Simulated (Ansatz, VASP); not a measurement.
**Cs2LiScF6: VASP beside Ansatz**

Aim: how closely do two programs agree when they are given the same cell, functional and k mesh? The cell is taken from a series of runs on this material, whose earlier steps may have relaxed, scaled, displaced or heated it; both programs get it as it stands.

Calculated with Ansatz 0.2.0; plane waves, with VASP 6.6.1 beside it; G0W0 gap at PBE, DFT+U.

## (1) The structure

It takes space group Fm-3m (No. 225, cubic). Conventional cell: a = 8.791 Å, b = 8.791 Å, c = 8.791 Å, α = 90.00°, β = 90.00°, γ = 90.00°. Cs has 12 F at 3.11 Å nearest. Li has 6 F at 2.33 Å nearest. Sc has 6 F at 2.06 Å nearest. Nearest to F lie 1 Sc at 2.06 Å and 1 Li at 2.33 Å and 4 Cs at 3.11 Å. Farther neighbours and most contacts between anions are not listed.

As a file:

```cif
data_structure
_symmetry_space_group_name_H-M 'Fm-3m'
_symmetry_Int_Tables_number 225
_cell_length_a 8.7915
_cell_length_b 8.7915
_cell_length_c 8.7915
_cell_angle_alpha 90.000
_cell_angle_beta 90.000
_cell_angle_gamma 90.000
_cell_volume 679.49
loop_
_atom_site_label
_atom_site_type_symbol
_atom_site_symmetry_multiplicity
_atom_site_Wyckoff_symbol
_atom_site_fract_x
_atom_site_fract_y
_atom_site_fract_z
_atom_site_occupancy
Cs1 Cs 8 c 0.25000 0.25000 0.75000 1
Li1 Li 4 b 0.50000 0.00000 0.00000 1
Sc1 Sc 4 a 0.00000 0.00000 0.00000 1
F1 F 24 e 0.23467 0.00000 0.00000 1
```

## (2) Ansatz: G0W0 gap, PBE, DFT+U

Ansatz runs on its PAW soft_1 files.

Quasiparticle shifts depend on high empty states and on the cores, so they are the hardest test of two PAW sets.

input.yaml reads:

```yaml
crystal:
  lattice:
    - [0.0, 4.3957373378, 4.3957373378]
    - [4.3957373378, 0.0, 4.3957373378]
    - [4.3957373378, 4.3957373378, 0.0]
  atoms:
    - { symbol: Cs, position: [0.75, 0.75, 0.75] }
    - { symbol: Cs, position: [0.25, 0.25, 0.25] }
    - { symbol: Li, position: [0.5, 0.5, 0.5] }
    - { symbol: Sc, position: [0.0, 0.0, 0.0] }
    - { symbol: F, position: [0.76533224, 0.23466776, 0.23466776] }
    - { symbol: F, position: [0.23466776, 0.23466776, 0.76533224] }
    - { symbol: F, position: [0.23466776, 0.76533224, 0.76533224] }
    - { symbol: F, position: [0.23466776, 0.76533224, 0.23466776] }
    - { symbol: F, position: [0.76533224, 0.23466776, 0.76533224] }
    - { symbol: F, position: [0.76533224, 0.76533224, 0.23466776] }
kpoints:
  mp_grid: { grid: [2, 2, 2] }
hamiltonian:
  xc: pbe
  hubbard:
    projectors: ortho-atomic
    sites: [{ species: Sc, l: d, u_eff: 5.0 }]
  pseudopotentials: { kind: paw, azcp: { folder: soft_1 } }
scf:
  occupations: { method: fixed }
gw:
  n_empty_bands: 708
  ecut_chi: 150.0
  qp_bands: [v3, c3]
  qp_kpoints: band_edges
  screening: { model: contour_deformation }
```

Launch:

```bash
ansatz run input.yaml --threads 2 --pin off --max-ram 92160MiB --backend cuda --events-out ev --progress --plain --runs-dir out --devices 1 --max-vram 13GiB
```

Numbers of over 12 decimals in the logs are rounded to 6 here.

The program printed:

```text
GPUs: using 1 of 1 available (devices: 1).
Engine: ansatz 0.2.0, x86_64-unknown-linux-gnu
Pseudopotentials: kind: paw
Pseudopotential: Cs, paw, valence charge 9, recommended cutoff 420 eV (normal), soft_1/Cs.paw.azcp
Pseudopotential: Li, paw, valence charge 3, recommended cutoff 420 eV (normal), soft_1/Li.paw.azcp
Pseudopotential: Sc, paw, valence charge 11, recommended cutoff 420 eV (normal), soft_1/Sc.paw.azcp
Pseudopotential: F, paw, valence charge 7, recommended cutoff 420 eV (normal), soft_1/F.paw.azcp
Functional definition: PBE
  parameter kappa = 0.804
  parameter beta = 0.066725
  exchange = pbe_x(kappa = kappa, mu = beta*pi^2/3)
  correlation = pbe_c(beta = beta)
device memory: the entry about to start is reckoned to put 2.3 GiB on a device that reports 48.5 GiB free (of which the cap on the GPU budget leaves the run 13.0 GiB)
GPU FFT provider: cuFFT
GPU libraries: cuBLAS 13.8.2, cuFFT 12.4.0, cuSOLVER 12.3.4
Crystal: 10 atoms, lattice volume = 169.873 Å³
Basis set: ecut = 420 eV, 3287 PW (Γ)
Bands: 47, of which v1, the nominal top of the filled ones, is band 37 counted from 1 (36 counted from 0)
Symmetry: 48 space group operations
Space group: Fm-3m (ITA 225), of the structure as read, at distance tolerance 5.5e-5 Å
k-points: 3 of 8
Non-local potential: Cs, projectors of the file, l = 0: 3, l = 1: 2, l = 2: 2, l = 3: 2
Non-local potential: Li, projectors of the file, l = 0: 3, l = 1: 2, l = 2: 1
Non-local potential: Sc, projectors of the file, l = 0: 3, l = 1: 2, l = 2: 3, l = 3: 1
Non-local potential: F, projectors of the file, l = 0: 2, l = 1: 2, l = 2: 1
PAW form: soft (Blöchl's): semilocal exchange-correlation on the pseudo side does not see the compensation charge
PAW one-centre angular grid: Cs, 194 points (default); XC on 64 Gauss nodes
PAW one-centre angular grid: Li, 110 points (default); XC on 96 Gauss nodes
PAW one-centre angular grid: Sc, 590 points (default); XC on 64 Gauss nodes
PAW one-centre angular grid: F, 110 points (default); XC on 64 Gauss nodes
Initial density: superposition of atomic densities (chi_scale 0.1, normalization cell, long waves of neutral atoms under a Hubbard term (reshape's long-wave potential 0.00 eV rms, cloud 3.01 Å wide))
Initial wavefunctions: pseudopotential atomic-orbital guess
GPU buffer pool allocated for 91125 grid points (all kernels)
GPU transforms: local potential and band sums: pruned to the plane-wave sphere, on 45×45×45
Functional: x = pbe(κ = 0.804, μ = 0.219515), c = pbe(β = 0.066725)
SCF iter   1: F=—  HF=-18550.811907 eV  |F-HF|=—  |Δ(HF+E_count)|=         —  Δρ=1.15e-1  dr2=1.97e1  ethr=3.10e-3  ⟨swp⟩=4.0  Hψ=498  notcnv=0  defer=15
preconditioner: auto → Resta (q_TF=auto, 2.375 Å⁻¹)  ε∞=4.0  [insulator: Δε(μ)=4.320 eV  Ē_g=13.260 eV  n_scr=50 (ndim 8)  ℏωp=22.8 eV  f_vac=0.001  ε∞_Penn≈4.0]
SCF iter   2: F=—  HF=-18546.557148 eV  |F-HF|=—  |Δ(HF+E_count)|=    4.25e0  Δρ=4.49e-2  dr2=2.54e0  ethr=3.10e-3  ⟨swp⟩=4.0  Hψ=335  notcnv=0  defer=20
SCF iter   3: F=—  HF=-18546.138007 eV  |F-HF|=—  |Δ(HF+E_count)|=   4.19e-1  Δρ=1.54e-2  dr2=7.02e-1  ethr=3.10e-3  ⟨swp⟩=2.0  Hψ=233  notcnv=0  defer=17
SCF iter   4: F=—  HF=-18545.996082 eV  |F-HF|=—  |Δ(HF+E_count)|=   1.42e-1  Δρ=4.30e-3  dr2=3.59e-2  ethr=9.49e-4  ⟨swp⟩=3.3  Hψ=270  notcnv=0  defer=16
SCF iter   5: F=—  HF=-18545.995665 eV  |F-HF|=—  |Δ(HF+E_count)|=   4.17e-4  Δρ=1.45e-3  dr2=4.47e-3  ethr=4.85e-5  ⟨swp⟩=3.0  Hψ=288  notcnv=0  defer=20
SCF iter   6: F=—  HF=-18545.996554 eV  |F-HF|=—  |Δ(HF+E_count)|=   8.89e-4  Δρ=3.29e-4  dr2=2.49e-4  ethr=6.04e-6  ⟨swp⟩=2.0  Hψ=212  notcnv=0  defer=21
SCF iter   7: F=—  HF=-18545.996563 eV  |F-HF|=—  |Δ(HF+E_count)|=   9.39e-6  Δρ=8.38e-5  dr2=1.95e-5  ethr=3.36e-7  ⟨swp⟩=2.7  Hψ=254  notcnv=0  defer=19
SCF iter   8: F=—  HF=-18545.996565 eV  |F-HF|=—  |Δ(HF+E_count)|=   1.62e-6  Δρ=1.94e-5  dr2=5.86e-7  ethr=2.63e-8  ⟨swp⟩=2.0  Hψ=210  notcnv=0  defer=13
SCF iter   9: F=-18545.996565 eV  HF=-18545.996565 eV  |F-HF|=4.18e-8  |Δ(HF+E_count)|=   3.82e-7  Δρ=5.78e-6  dr2=5.88e-8  ethr=1.35e-10  ⟨swp⟩=9.0  Hψ=533  notcnv=0
SCF 1 converged in 9 iterations: F = -18545.996565 eV  dr2 = 5.88e-8
  greatest PAW one-centre occupation: 1.000 electrons in one spin orbital (limit 2), on the Li atom at site 2 (counted from 0), in its partial waves of l = 0
device memory: the entry about to start is reckoned to put 2.9 GiB on a device that reports 48.6 GiB free (of which the cap on the GPU budget leaves the run 13.0 GiB)
NSCF: frozen V_eff on 3 k-points
the band table was solved once the SCF had ended and its energy, with any forces and stress, was formed, with the checks that follow a solve (403 applications of the Hamiltonian). They found nothing against the state; the energy, forces and stress were not computed again (output.eigenvalues in the input reference)
device memory: the entry about to start is reckoned to put 4.1 GiB on a device that reports 47.6 GiB free (of which the cap on the GPU budget leaves the run 13.0 GiB)
NSCF: frozen V_eff on 3 k-points
G₀W₀ screening: q 1/3
[... further progress lines ...]
device memory: the entry about to start is reckoned to put 1.0 GiB on a device that reports 62.1 GiB free (of which the cap on the GPU budget leaves the run 13.0 GiB)
NSCF: frozen V_eff on 1 k-points
device memory: the entry about to start is reckoned to put 1.0 GiB on a device that reports 62.1 GiB free (of which the cap on the GPU budget leaves the run 13.0 GiB)
NSCF: frozen V_eff on 1 k-points
SCF converged after 9 iterations
Free energy (F): -18545.996565 eV
Harris-Foulkes:  -18545.996565 eV  (|F-HF|=4.18e-8)
Internal energy: -18545.996565 eV  (E = F + TS)
E sigma→0 (E₀):  -18545.996565 eV
Fermi energy:    2.324823 eV
--- Per-component energies (eV) ---
  E_band       = -536.439708
  E_kinetic    = 1699.453680
  E_local      = -5542.631878  (includes V_loc(G=0)·N_el)
  E_nonlocal   = 685.750693
  E_hartree    = 2124.144777
  E_xc         = -921.982852
  E_vxc        = -992.523774  (∫ρ·V_xc dr)
  E_hubbard    = 2.484175  (on-site DFT+U / exact-exchange correction)
  E_vhub       = 2.117854  (the Hubbard potential's part of the band-sum identity)
  E_paw        = -12362.262110  (= ΣΔE_a)
  E_vpaw       = -636.908870  (= ΣTr[D̂ρ^β])
  E_aug_tail   = 0.004563  (compensation charges beyond the density's cutoff)
  E_ewald      = -4230.957613
  E_smearing   = -0.000000  (= −TS)
  E_closure    = 0.000000  (closes the sum)
  Σ components = -18545.996565   (vs F -18545.996565, Δ=0.00e0)
--- Band table (eV) ---
  k-point 0: bands = [... 33 lower, 2.2987, 2.3248, 2.3248, 2.3248, 9.8315, 9.9259, 9.9259, 9.9259, ... 6 higher]
  k-point 1: bands = [... 33 lower, 2.2250, 2.2250, 2.2440, 2.2440, 9.9876, 9.9876, 10.0092, 11.3291, ... 6 higher]
  k-point 2: bands = [... 33 lower, 2.1020, 2.1648, 2.1648, 2.3137, 9.9423, 10.1074, 10.1074, 10.8002, ... 6 higher]
Occupation matrices written to <dir>
--- G₀W₀: contour deformation, 6 samples at zero and on the imaginary axis and 0 off it, 8 q-points, 708 empty bands' worth ---
  eigenvalues of the whole cell's RPA ε∞ on this k-mesh (on a slab, of 1 + 4πα/V) = 2.2809, 2.2809, 2.2809; static W/v taken at q = 0 is 0.438430
  bands read: the sum over 745 bands ends inside a degenerate multiplet in 1 slot, whose members it reads at an even weight; the widest, k=0: bands 744 to 746 (counted from 1) at 2/3 each
  gw.qp_kpoints: band_edges: 3 of 3 stored k-points solved, in 1 pass; an edge of the gap read off the rows below is read off those points alone
    ik  band        ε_KS         Σx   Σc(E_QP)       V_xc       Z   E_QP_lin       E_QP  E_QP is
     0    35      2.3248   -31.5335     5.8138   -23.6085  0.7767     0.1583     0.2135  root
     0    36      2.3248   -31.5335     5.8138   -23.6085  0.7767     0.1583     0.2135  root
     0    37      2.3248   -31.5335     5.8138   -23.6085  0.7767     0.1583     0.2135  root
     0    38      9.8315    -6.0706    -3.4232   -10.5535  0.8753    10.8973    10.8911  root
     0    39      9.9259   -10.8503    -5.5975   -17.8632  0.8024    11.3645    11.3412  root
     0    40      9.9259   -10.8503    -5.5975   -17.8632  0.8024    11.3645    11.3412  root
     1    35      2.2250   -30.6879     5.3591   -23.2295  0.7844     0.0742     0.1257  root
     1    36      2.2440   -30.8898     5.5699   -23.1959  0.7805     0.0651     0.1200  root
     1    37      2.2440   -30.8898     5.5699   -23.1959  0.7805     0.0651     0.1200  root
     1    38      9.9876   -10.9362    -5.5814   -17.9330  0.8017    11.4265    11.4031  root
     1    39      9.9876   -10.9362    -5.5814   -17.9330  0.8017    11.4265    11.4031  root
     1    40     10.0092   -11.0081    -5.6792   -18.1384  0.8000    11.4853    11.4602  root
     2    35      2.1648   -30.3900     5.3227   -22.9441  0.7845    -0.0119     0.0417  root
     2    36      2.1648   -30.3900     5.3227   -22.9441  0.7845    -0.0119     0.0417  root
     2    37      2.3137   -31.4812     5.8026   -23.5682  0.7768     0.1481     0.2033  root
     2    38      9.9423   -10.7262    -5.7162   -17.9211  0.8014    11.4469    11.4209  root
     2    39     10.1074   -11.4729    -5.6730   -18.5848  0.7966    11.5713    11.5462  root
     2    40     10.1074   -11.4729    -5.6730   -18.5848  0.7966    11.5713    11.5462  root
```

(Continued in part 2 of 2.)

[Lines on the potential files, build, host, timing and source positions are cut from VASP's logs without a mark.]

[Logs are printed without paths, hosts, clocks, repeated set-up lines and the standing remarks that a program may print on its own settings, such as how far it seeks lower states.]

[Hosts, paths, dates, database ids (printed as entryN), source tags and the programs' standing remarks are cut or masked in the printed files.]
